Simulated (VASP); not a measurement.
VASP ran on this input.

### POSCAR
```
La(NiP)2
1
   -1.9985400000     1.9985400000     4.8175650000
    1.9985400000    -1.9985400000     4.8175650000
    1.9985400000     1.9985400000    -4.8175650000
La Ni P
1 2 2
Direct
  0.0000000000   0.0000000000   0.0000000000
  0.2500000000   0.7500000000   0.5000000000
  0.7500000000   0.2500000000   0.5000000000
  0.6343400000   0.6343400000   0.0000000000
  0.3656600000   0.3656600000   0.0000000000
```

**INCAR**
```
LREAL = .False.
ISIF = 3   ! ions, shape and volume
SIGMA = 0.1   ! width (eV)
EDIFF = 1E-6
ALGO = Normal   ! blocked Davidson
SYSTEM = La(NiP)2
LCHARG = .False.
ENCUT = 300
EDIFFG = -0.01   ! ionic stop
IBRION = 2
LASPH = .True.   ! aspherical one-centre terms
ISMEAR = -1
PREC = Accurate
NELM = 100   ! most electronic steps
GGA = PS   ! PBEsol
LMAXMIX = 6
LWAVE = .False.
NSW = 50   ! most ionic steps
```

KPOINTS:
```
Automatic mesh
0
Gamma
8 8 8
0 0 0
```

POTCAR, in this order: La Ni P (PBE.64 set). Program: vasp_std.

Problem. Write an equivalent input for Quantum ESPRESSO's pw.x.

Solution. One equivalent input (not run):
```
&CONTROL
  calculation = 'vc-relax'
  pseudo_dir = './pseudo'
  outdir = './out'
  tprnfor = .true.
  tstress = .true.
  nstep = 50
  forc_conv_thr = 0.00039
/
&SYSTEM
  ibrav = 0
  nat = 5
  ntyp = 3
  ecutwfc = 110
  occupations = 'smearing'
  smearing = 'fermi-dirac'
  degauss = 0.00735
  input_dft = 'pbesol'
/
&ELECTRONS
  conv_thr = 7.3e-08
  electron_maxstep = 100
/
&IONS
/
&CELL
/
ATOMIC_SPECIES
  La 138.905 La.upf
  Ni 58.693 Ni.upf
  P 30.974 P.upf
CELL_PARAMETERS angstrom
    -1.9985400    1.9985400    4.8175650
     1.9985400   -1.9985400    4.8175650
     1.9985400    1.9985400   -4.8175650
ATOMIC_POSITIONS crystal
  La   0.0000000  0.0000000  0.0000000
  Ni   0.2500000  0.7500000  0.5000000
  Ni   0.7500000  0.2500000  0.5000000
  P    0.6343400  0.6343400  0.0000000
  P    0.3656600  0.3656600  0.0000000
K_POINTS automatic
  8 8 8 0 0 0
```
The two are equivalent in intent, not identical: the potentials are each code's own (VASP's PAW set, PseudoDojo norm-conserving files in pw.x), so ENCUT and ecutwfc are chosen apart and not converted; conv_thr bounds pw.x's estimated SCF error, while EDIFF bounds the energy change between steps; forc_conv_thr acts on force components and is met together with etot_conv_thr.

The structure comes from a computed database's LaNi2P2 entry (I4/mmm); how it stands against other phases isn't given here. This run relaxes it. Symmetry was kept, so distortions that lower it aren't found. The run is one of a series of settings (EDIFFG = -0.01, IBRION = 2, ISIF = 3, NSW = 50 against the base run), some of them coarse on purpose.
